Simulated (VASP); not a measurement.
Here is the system:

```
CELL_PARAMETERS angstrom
      0.00000     3.04994     3.04994
      3.17194     0.00000     3.04994
      3.17194     3.04994     0.00000
ATOMIC_POSITIONS crystal
  Pb 0.00000 0.00000 0.00000
  Se 0.50000 0.50000 0.50000
```

Level of theory: PBEsol GGA, VASP's PBE PAW potentials (set 64) (plane waves; VASP). Settings: 480 eV cut-off, 8×8×8 Γ-centred mesh, Gaussian smearing of 0.050 eV, potentials Pb_d Se.

Question: Estimate the energy per atom (σ→0), pressure.

Answer: 
The energy per atom (σ→0) is -4.443 eV/atom and the pressure is -1.66 GPa.

The absolute energy has meaning only against runs of the same code, potentials and settings.

The compound is PbSe in the rock salt structure. This cell was strained or had an atom moved on purpose.
